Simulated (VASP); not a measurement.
Data:

```yaml
crystal:
  lattice:
    - [4.23893, 0.00000, 0.00000]
    - [0.00000, 4.23893, 0.00000]
    - [0.00000, 0.00000, 4.23893]
  atoms:
    - { symbol: Cu, position: [0.75000, 0.25000, 0.75000] }
    - { symbol: Cu, position: [0.25000, 0.75000, 0.75000] }
    - { symbol: Cu, position: [0.75000, 0.75000, 0.25000] }
    - { symbol: Cu, position: [0.25000, 0.25000, 0.25000] }
    - { symbol: O, position: [0.00000, 0.00000, 0.00000] }
    - { symbol: O, position: [0.50000, 0.50000, 0.50000] }
```

The numbers are results of AM05 GGA, VASP's PBE PAW potentials (set 64) (plane waves; VASP), not measurements. Numerical set-up: 520 eV cut-off, Gaussian smearing of 0.050 eV, potentials Cu O.

Question: Give the energies of bands 18 to 31 at the high-symmetry points, in eV from the valence-band maximum.

Answer: 
```tsv
band	Γ	X	M	R
18	-1.96	-2.09	-2.25	-2.00
19	-1.96	-2.08	-1.97	-2.00
20	-1.79	-2.08	-1.97	-1.78
21	-1.79	-1.92	-1.97	-1.78
22	-1.79	-1.92	-1.97	-1.78
23	-1.61	-1.73	-1.51	-1.67
24	-1.61	-1.73	-1.51	-1.67
25	-1.61	-1.22	-1.23	-1.04
26	0.00	-1.22	-1.23	-0.58
27	0.00	-0.41	-0.68	-0.58
28	0.00	-0.41	-0.68	-0.58
29	0.55	2.28	1.90	2.40
30	1.16	2.28	1.90	2.40
31	1.16	4.20	3.86	2.40
```

The gap is direct, 0.55 eV, from the valence maximum at Γ to the conduction minimum at Γ.

Measured: gap 2.20 eV (computed value off by -1.65 eV), as given by Wei Chen et al., Physical Review Materials (2018), doi:10.1103/physrevmaterials.2.073803 [zero-point renormalisation of 0.03 eV added back (the table's ZPR column)].

The compound is Cu2O in the cuprite structure. It was relaxed first.
